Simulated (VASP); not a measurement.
A convergence study with VASP on GaP (zinc blende): one setting is varied, all else stays as given below, so the limit is that of these other settings. Each run relaxes cell and ions from the cell shown. The basis is that of the starting cell, so low cut-offs carry a Pulay error.

```
CELL_PARAMETERS angstrom
      0.00000     2.72500     2.72500
      2.72500     0.00000     2.72500
      2.72500     2.72500     0.00000
ATOMIC_POSITIONS crystal
  Ga 0.00000 0.00000 0.00000
  P  0.25000 0.25000 0.25000
```

Calculation: PBE GGA, VASP's PBE PAW potentials (set 64) (plane waves; VASP). The tightest run used: 700 eV cut-off, 7×7×7 Γ-centred mesh, Gaussian smearing of 0.050 eV, potentials Ga_d P.

Gaps are read on the run's mesh, which can miss a band edge.

### Question
The settings run are ENCUT = 200; ENCUT = 250; ENCUT = 300; ENCUT = 350; ENCUT = 400; ENCUT = 450; ENCUT = 500; ENCUT = 550; ENCUT = 600; ENCUT = 650; ENCUT = 700. From which on does the relaxed volume stay within 0.05 Å³/atom of the tightest run?

### Answer
From ENCUT = 450 on: it is off by 0.028 there and by no more than 0.05 in any finer run, while ENCUT = 400 is off by 0.055.
```tsv
setting	relaxed volume (Å³/atom)	E (eV/atom)	gap on the mesh (eV)	plane waves	difference judged (Å³/atom)
ENCUT = 200	17.713	-4.5678	1.328	271	3.148
ENCUT = 250	19.983	-4.5430	1.574	378	0.878
ENCUT = 300	20.798	-4.5598	1.601	531	0.063
ENCUT = 350	20.828	-4.5601	1.589	612	0.033
ENCUT = 400	20.806	-4.5595	1.598	748	0.055
ENCUT = 450	20.833	-4.5602	1.588	893	0.028
ENCUT = 500	20.856	-4.5608	1.579	1040	0.005
ENCUT = 550	20.861	-4.5609	1.577	1243	0.000
ENCUT = 600	20.858	-4.5608	1.578	1363	0.003
ENCUT = 650	20.858	-4.5608	1.578	1536	0.003
ENCUT = 700	20.861	-4.5609	1.577	1721	0.000
```

Left out are rungs that failed or repeat a setting and relaxations that didn't move; long series are thinned to 24 rows.

The compound is GaP in the zinc blende structure.
